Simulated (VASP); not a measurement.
Input:

```
CaSe
1.0
    0.00000     3.04084     3.04084
    3.04084     0.00000     3.04084
    3.04084     3.04084     0.00000
Ca Se
1 1
Direct
  0.00000   0.00000   0.00000
  0.50000   0.50000   0.50000
```

Level of theory: PBE GGA, VASP's PBE PAW potentials (set 64) (plane waves; VASP). Run with 520 eV cut-off, 8×8×8 Γ-centred mesh, Gaussian smearing of 0.050 eV, potentials Ca_sv Se.

### Question
The job: CaSe (rock salt), 2 atoms, PBE, static run, 520 eV, 8×8×8 Γ-centred mesh. Roughly how much core time does it take on a busy server core?

### Answer
About 30 core-seconds (one run on a shared machine, a rough figure). It had 29 irreducible k-points, 12 bands, up to 1540 plane waves and 15 electronic steps.

The compound is CaSe in the rock salt structure. This cell is one point of a volume scan, at 1.06 of the reference volume.
